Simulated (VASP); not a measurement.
Wanted: the native input for a VASP 6.6.1 run.

```yaml
Task: single point
Functional: PBE
Potentials_or_basis: VASP PAW PBE potentials, release 64 (Cs_sv, Pt)
Cutoff: 520 eV
k_mesh: 9 × 9 × 5
Occupations: fermi-dirac, width 0.05 eV
Spin: no spin polarisation
Further_INCAR_settings: ALGO = Normal; EDIFF = 1e-07; NBANDS = 16
```

The structure of CsPt lies in POSCAR:

```
CsPt
1.0
    3.4369900000      0.0000000000      0.0000000000
   -1.7184900000      2.9765200000      0.0000000000
    0.0000000000      0.0000000000      5.5814300000
Cs Pt
1 1
Direct
   -0.0051430000      0.0010840000      0.0004560000
    0.3269310000      0.6573920000      0.5000700000
```

The cell was built by a generator and needn't be a form met in nature.

The cell isn't the ideal one: atoms moved at random, drawn with an rms of 0.05 Å.

One way to write it, as run:

INCAR

```
PREC = Accurate
ENCUT = 520
EDIFF = 1E-7
ISMEAR = -1
SIGMA = 0.05
LREAL = False
LASPH = True
NELM = 80
ALGO = Normal
ISIF = 2
LWAVE = False
LCHARG = True
GGA = PE
LELF = True
LVHAR = True
NBANDS = 16
```

KPOINTS

```
regular mesh
0
Gamma
  9 9 5
```

Potentials or basis: VASP PAW PBE potentials, release 64 (Cs_sv, Pt).

Run with:

```sh
$ cat potpaw_PBE.64/Cs_sv/POTCAR potpaw_PBE.64/Pt/POTCAR > POTCAR
$ mpirun -np 1 vasp_std > vasp.out
```

It gave:

```
Pressure               : 0.4 GPa
Largest force          : 0.011 eV/Å
Band gap on the k mesh : none (metal or under the smearing width)
```

Run time: 76 s on 1 thread of Intel(R) Xeon(R) Platinum 8559C (Emerald Rapids), with other jobs on the host, peak memory 0.32 GiB.
